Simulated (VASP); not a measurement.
Data:

```xyz
2
Lattice="0.0000 3.0615 3.0615 3.0615 0.0000 3.0615 3.0615 3.0615 0.0000" Properties=species:S:1:pos:R:3 pbc="T T T"
Cd     0.0000     0.0000     0.0000
Se     1.5307     1.5307     1.5307
```

Calculation: SCAN meta-GGA, VASP's PBE PAW potentials (set 64) (plane waves; VASP). Settings: 520 eV cut-off, 8×8×8 Γ-centred mesh, tetrahedra with Blöchl corrections, potentials Cd Se.

Task: Give the energies of bands 7 to 11 at the high-symmetry points, in eV from the valence-band maximum.

Result: 
```csv
band,Γ,X,U,L,W
7,0.00,-4.03,-3.96,-4.34,-3.92
8,0.00,-1.82,-2.49,-0.73,-2.21
9,0.00,-1.82,-1.49,-0.73,-2.17
10,0.93,3.44,4.04,2.75,5.37
11,6.41,4.08,5.47,6.88,5.48
```

The gap is direct, 0.93 eV, from the valence maximum at Γ to the conduction minimum at Γ.

The compound is CdSe in the zinc blende structure, whereas wurtzite is the usual form. It was relaxed first.
